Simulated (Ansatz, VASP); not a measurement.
# H2W2NO2 (W2N(OH)2 MXene monolayer): VASP beside Ansatz, part 2 of 2

Wanted: the spread between two codes on one cell, functional and k mesh. The structure shown is the start of the Ansatz relaxation below; VASP solves that cell, so the two are compared at the walk's first step.

VASP 6.6.1 and Ansatz 0.2.0.

So far: The starting structure; Ansatz: relaxation, PBE with D3(BJ).

### 3. VASP: single point, PBE with D3(BJ), start cell

Level of this step: PBE with D3(BJ), zero-moment start; plane waves and PAW (H, O, W, N) (VASP).

The same cell, functional, mesh and smearing now go to VASP, with its own data sets.

Lines of VASP's logs that name or quote its potential files are left out, and so is its time.

File INCAR:

```
SYSTEM = H2W2NO2
PREC = Accurate
ENCUT = 520
EDIFF = 1E-06
NELM = 200
ISMEAR = -1
SIGMA = 0.05
LREAL = .FALSE.
ALGO = Normal
GGA = PE
IVDW = 12
NBANDS = 26
ISPIN = 2
MAGMOM = 0 0 0 0 0 0 -0
LASPH = .TRUE.
LMAXMIX = 4
LORBIT = 11
LWAVE = .FALSE.
LCHARG = .FALSE.
ISIF = 2
LDIPOL = .TRUE.
IDIPOL = 3
DIPOL = 0.5 0.5 0.5
LVHAR = .TRUE.
GGA_COMPAT = .FALSE.
NELMDL = -8
KPAR = 2
```

File POSCAR:

```
H2W2NO2
1.0
    3.0539080000      0.0000000000      0.0000000000
   -1.5269540000      2.6447620000      0.0000000000
    0.0000000000      0.0000000000     44.4170130000
H O W N
2 2 2 1
Direct
    0.3333333964      0.6666667927      0.4243869348
    0.6666666036      0.3333332073      0.5756130652
    0.3333333964      0.6666667927      0.4464505526
    0.6666666036      0.3333332073      0.5535494474
    0.6666666036      0.3333332073      0.4728709695
    0.3333333964      0.6666667927      0.5271290305
    0.0000000000      0.0000000000      0.5000000113
```

File KPOINTS:

```
Automatic mesh
0
Gamma
12 12 1
0 0 0
```

Potentials, in the order of the species: H, O, W and N (PBE family, release 64).

Command:

```console
mpirun -np 2 vasp_std
```

Numbers of over 12 decimals in the logs are rounded to 6 here.

The program printed:

```text
[banner, memory and clock lines left out]
running    2 mpi-ranks, on    1 nodes
 distrk:  each k-point on    1 cores,    2 groups
 distr:  one band on    1 cores,    1 groups

 POSCAR found type information on POSCAR H O W N
 POSCAR found :  4 types and       7 ions
 LDA part: xc-table for (Slater+PW92), standard interpolation
 POSCAR, INCAR and KPOINTS ok, starting setup
 FFT: planning ... GRIDC
 FFT: planning ... GRID_SOFT
 FFT: planning ... GRID
 WAVECAR not read
 entering main loop
       N       E                     dE             d eps       ncg     rms          rms(c)
DAV:   1     0.250579307825E+03    0.25058E+03   -0.10960E+04  2176   0.853E+02
DAV:   2    -0.183541478917E+02   -0.26893E+03   -0.25403E+03  2980   0.217E+02
DAV:   3    -0.577833078686E+02   -0.39429E+02   -0.38218E+02  2680   0.940E+01
DAV:   4    -0.590891264354E+02   -0.13058E+01   -0.12662E+01  2878   0.192E+01
DAV:   5    -0.591130624888E+02   -0.23936E-01   -0.23809E-01  2814   0.221E+00
DAV:   6    -0.591135780810E+02   -0.51559E-03   -0.51478E-03  2862   0.310E-01
DAV:   7    -0.591135899072E+02   -0.11826E-04   -0.11809E-04  2860   0.406E-02
DAV:   8    -0.591135902658E+02   -0.35864E-06   -0.35821E-06  2710   0.649E-03    0.462E+01
DAV:   9    -0.525930095248E+02    0.65206E+01   -0.28398E+01  2908   0.313E+01    0.182E+01
DAV:  10    -0.524410116619E+02    0.15200E+00   -0.27716E+00  2844   0.101E+01    0.120E+01
DAV:  11    -0.524158277658E+02    0.25184E-01   -0.64564E-01  2618   0.442E+00    0.363E+00
DAV:  12    -0.523659035707E+02    0.49924E-01   -0.27592E-01  2866   0.293E+00    0.376E-01
DAV:  13    -0.523660188126E+02   -0.11524E-03   -0.41893E-02  2582   0.109E+00    0.307E-01
DAV:  14    -0.523656586039E+02    0.36021E-03   -0.34806E-03  2596   0.337E-01    0.132E-01
[...]
DAV:  21    -0.523655638907E+02   -0.36556E-04   -0.77897E-06  2154   0.549E-03    0.259E-03
DAV:  22    -0.523655843995E+02   -0.20509E-04   -0.30134E-06  2010   0.386E-03    0.202E-03
DAV:  23    -0.523656026250E+02   -0.18226E-04   -0.41219E-06  2142   0.403E-03    0.101E-03
DAV:  24    -0.523656072368E+02   -0.46117E-05   -0.40493E-07  1996   0.198E-03    0.737E-04
DAV:  25    -0.523656113476E+02   -0.41109E-05   -0.42353E-07  1892   0.176E-03    0.483E-04
DAV:  26    -0.523656127526E+02   -0.14050E-05   -0.11116E-07  1894   0.129E-03    0.533E-04
DAV:  27    -0.523656143014E+02   -0.15487E-05   -0.98396E-08  1758   0.830E-04    0.278E-04
DAV:  28    -0.523656149245E+02   -0.62308E-06   -0.36039E-08  1752   0.524E-04
   1 F= -.53715383E+02 E0= -.53698600E+02  d E =-.335653E-01  mag=    -0.0000
```

OUTCAR, selected parts (step 3):

```text
ion  position               nearest neighbor table
   1  0.333  0.667  0.424-   3 0.98
   2  0.667  0.333  0.576-   4 0.98
   3  0.333  0.667  0.446-   1 0.98   5 2.12   5 2.12   5 2.12
   4  0.667  0.333  0.554-   2 0.98   6 2.12   6 2.12   6 2.12
   5  0.667  0.333  0.473-   3 2.12   3 2.12   3 2.12   7 2.14   7 2.14   7 2.14   6 2.99   6 2.99
                             6 2.99
   6  0.333  0.667  0.527-   4 2.12   4 2.12   4 2.12   7 2.14   7 2.14   7 2.14   5 2.99   5 2.99
                             5 2.99
   7  0.000  0.000  0.500-   6 2.14   6 2.14   6 2.14   5 2.14   5 2.14   5 2.14

  LATTYP: Found a hexagonal cell.
 ALAT       =     3.0539080000
 C/A-ratio  =    14.5443192788

 Subroutine GETGRP returns: Found 12 space group operations
 (whereof 12 operations were pure point group operations)

The static configuration has the point symmetry D_3d.

 Found     19 irreducible k-points:

   k-points           NKPTS =     19   k-points in BZ     NKDIM =     19   number of bands    NBANDS=     26

   dimension x,y,z NGX =    24 NGY =   24 NGZ =  336
   dimension x,y,z NGXF=    48 NGYF=   48 NGZF=  672

   ENCUT  =  520.0 eV  38.22 Ry    6.18 a.u.   5.68  5.68 82.59*2*pi/ulx,y,z

   NELECT =      31.0000    total number of electrons

 k-points in reciprocal lattice and weights: Automatic mesh
   0.00000000  0.00000000  0.00000000       0.007
   0.08333333  0.00000000  0.00000000       0.042
   0.16666667 -0.00000000  0.00000000       0.042
   0.25000000  0.00000000  0.00000000       0.042
   0.33333333  0.00000000  0.00000000       0.042
   0.41666667  0.00000000  0.00000000       0.042
   0.50000000  0.00000000  0.00000000       0.021
   0.08333333  0.08333333  0.00000000       0.042
   0.16666667  0.08333333  0.00000000       0.083
[...]
0.33333333  0.25000000  0.00000000       0.083
   0.33333333  0.33333333  0.00000000       0.014

 dipolmoment           0.000000      0.000000     -0.000002 electrons x Angstroem

 average (electrostatic) potential at core
       1 -43.7955       2 -43.7955       3 -80.7518       4 -80.7518       5 -48.3234
       6 -48.3235       7 -72.4069

 E-fermi :  -1.0980

 spin component 1
 k-point     1 :       0.0000    0.0000    0.0000
  band No.  band energies     occupation
    ...
     16      -1.6868      0.99999
     17      -1.5820      0.99994
     18      -1.3211      0.98860
     19      -1.2774      0.97308
     20      -1.2774      0.97308
     21      -0.2588      0.00000
     22      -0.2588      0.00000
     23       0.8539      0.00000
     24       1.5463      0.00000
     25       1.8751      0.00000
    ...

 k-point     2 :       0.0833    0.0000    0.0000
  band No.  band energies     occupation
    ...
     16      -1.5043      0.99970
     17      -1.4139      0.99820
     18      -1.3950      0.99737
     19      -1.2761      0.97242
     20      -1.1507      0.74142
     21      -0.1873      0.00000
     22      -0.0446      0.00000
     23       1.0719      0.00000
     24       1.7510      0.00000
     25       1.9988      0.00000
    ...

 k-point     3 :       0.1667   -0.0000    0.0000
  band No.  band energies     occupation
    ...
     13      -4.3594      1.00000
     14      -2.9464      1.00000
     15      -2.7311      1.00000
     16      -1.5830      0.99994
     17      -1.4294      0.99868
     18      -0.9231      0.02936
     19      -0.7851      0.00191
     20      -0.7465      0.00088
     21       0.0119      0.00000
     22       0.4952      0.00000
    ...

 k-point     4 :       0.2500    0.0000    0.0000
  band No.  band energies     occupation
    ...
     12      -7.3805      1.00000
     13      -5.0111      1.00000
     14      -2.3182      1.00000
     15      -2.0447      1.00000
     16      -1.7290      1.00000
     17      -1.0231      0.18287
     18      -0.3368      0.00000
     19      -0.2966      0.00000
     20      -0.1118      0.00000
     21       0.3282      0.00000
    ...

 k-point     5 :       0.3333    0.0000    0.0000
  band No.  band energies     occupation
    ...
     12      -7.4136      1.00000
     13      -5.5521      1.00000
     14      -1.9046      1.00000
     15      -1.5184      0.99978
     16      -1.2661      0.96649
     17      -0.3330      0.00000
     18       0.1404      0.00000
     19       0.3476      0.00000
     20       0.5753      0.00000
     21       0.7281      0.00000
    ...

 k-point     6 :       0.4167    0.0000    0.0000
  band No.  band energies     occupation
    ...
     10      -8.7543      1.00000
     11      -8.0787      1.00000
     12      -7.3369      1.00000
     13      -5.9086      1.00000
     14      -2.0234      1.00000
     15      -0.6796      0.00023
     16      -0.5674      0.00002
     17       0.2456      0.00000
     18       0.4560      0.00000
     19       1.0529      0.00000
    ...

 Edisp (eV)   -1.34977

  Total       0.87232     0.87232    10.59711     0.00000    -0.00000    -0.00000
  in kB       3.89578     3.89578    47.32668     0.00000    -0.00000    -0.00000
  external pressure =       18.37 kB  Pullay stress =        0.00 kB

  energy-cutoff  :      520.00
  volume of cell :      358.75
      direct lattice vectors                 reciprocal lattice vectors
     3.053908000  0.000000000  0.000000000     0.327449288  0.189052928  0.000000000
    -1.526954000  2.644762000  0.000000000     0.000000000  0.378105856  0.000000000
     0.000000000  0.000000000 44.417013000     0.000000000  0.000000000  0.022513896

 POSITION                                       TOTAL-FORCE (eV/Angst)
 -----------------------------------------------------------------------------------
      0.00000      1.76317     18.85000         0.000000      0.000000     -0.769096
      1.52695      0.88159     25.56701        -0.000000     -0.000000      0.769096
      0.00000      1.76317     19.83000        -0.000000      0.000000     -1.619008
      1.52695      0.88159     24.58701         0.000000      0.000000      1.619008
      1.52695      0.88159     21.00352        -0.000000      0.000000      0.895172
      0.00000      1.76317     23.41350        -0.000000     -0.000000     -0.895172
      0.00000      0.00000     22.20851        -0.000000      0.000000      0.000000
 -----------------------------------------------------------------------------------
    total drift:                               -0.000000      0.000000     -0.000583

  FREE ENERGIE OF THE ION-ELECTRON SYSTEM (eV)
  ---------------------------------------------------
  free  energy   TOTEN  =       -53.7153825936 eV

  energy  without entropy=      -53.6818172665  energy(sigma->0) =      -53.69859993

 vacuum level on the upper side and lower side of the slab         1.965         1.965

 total charge
# of ion       s       p       d       tot
------------------------------------------
    1        0.601   0.120   0.000   0.721
    2        0.601   0.120   0.000   0.721
    3        1.558   3.595   0.000   5.153
    4        1.558   3.595   0.000   5.153
    5        0.504   0.647   4.381   5.532
    6        0.504   0.647   4.381   5.532
    7        1.220   2.565   0.000   3.785
--------------------------------------------------
tot          6.545  11.289   8.763  26.596

 magnetization (x)
# of ion       s       p       d       tot
------------------------------------------
    1       -0.000  -0.000   0.000  -0.000
    2       -0.000  -0.000   0.000  -0.000
    3       -0.000   0.000   0.000  -0.000
    4       -0.000   0.000   0.000  -0.000
    5       -0.000   0.000  -0.000  -0.000
    6       -0.000   0.000  -0.000  -0.000
    7        0.000   0.000   0.000   0.000
--------------------------------------------------
tot         -0.000   0.000  -0.000  -0.000

[... 3 further parts left out ...]
```

This run allows spin, but its moments start at zero, where symmetry between the spins tends to hold them, although W can carry a moment. Its electron count is odd, so without a moment it is a metal by construction. The data set W keeps the semicore shell frozen, which is cheaper and a little less accurate.

### 4. Side by side

Known differences besides the potentials themselves: Ansatz cuts the interaction across the vacuum, VASP repeats the sheet with a dipole correction; the data sets hold 47 valence electrons in Ansatz (on its default PAW (the set named soft_2) files) and 31 in VASP; the cutoff is 420 eV in Ansatz and 520 eV in VASP. Total energies have different zeros and are not compared.

Forces (eV/Å; atoms numbered as in POSCAR):

```
atom        Ansatz x, y, z          VASP x, y, z
  H1  0.000, 0.000, -0.718  0.000, 0.000, -0.769
  H2   0.000, 0.000, 0.718   0.000, 0.000, 0.769
  O3  0.000, 0.000, -1.674  0.000, 0.000, -1.619
  O4   0.000, 0.000, 1.674   0.000, 0.000, 1.619
  W5   0.000, 0.000, 0.916   0.000, 0.000, 0.895
  W6  0.000, 0.000, -0.916  0.000, 0.000, -0.895
  N7   0.000, 0.000, 0.000   0.000, 0.000, 0.000
```

The forces differ by 24 meV/Å r.m.s., which is 3.9 % of the r.m.s. force of 0.618 eV/Å (both taken over all components). Moments aren't recorded for both runs of this pair, so they may hold unlike magnetic states. With vacuum in the cell, a pressure given here is an average over mostly empty space and none of the material.

### 5. Further runs

Further runs change the set-up of one program: Ansatz's method, potentials or start, or VASP's data sets, cutoff or form of LDA. The table gives that difference for each run.

```
                                     run  r.m.s. force difference (meV/Å)
                                as above                               24
VASP with the data sets H, O, W_sv and N                               25
```

### 6. What came out

```
r.m.s. force difference (single point, PBE with D3(BJ), start cell) : 3.9 % of the r.m.s. force
```

What this shows: The r.m.s. force difference is 3.9 % of the r.m.s. force (single point, PBE with D3(BJ), start cell), beyond the 3 % picked in this series as the mark of a large difference. The data sets hold unlike numbers of valence electrons (47 in Ansatz and 31 in VASP), so part of the differences comes from the potentials. For single point, PBE with D3(BJ), start cell, no further run moves any of the tabulated differences by more than a quarter of its size. 1 further run of this series is not shown here. How closely two codes agree says nothing of how well the functional describes the real material.

[Lines on the potential files, build, host, timing and source positions are cut from VASP's logs without a mark.]

[Logs are printed without paths, hosts, clocks, repeated set-up lines and the standing remarks that a program may print on its own settings, such as how far it seeks lower states.]

[Hosts, paths, dates, database ids (printed as entryN), source tags and the programs' standing remarks are cut or masked in the printed files.]
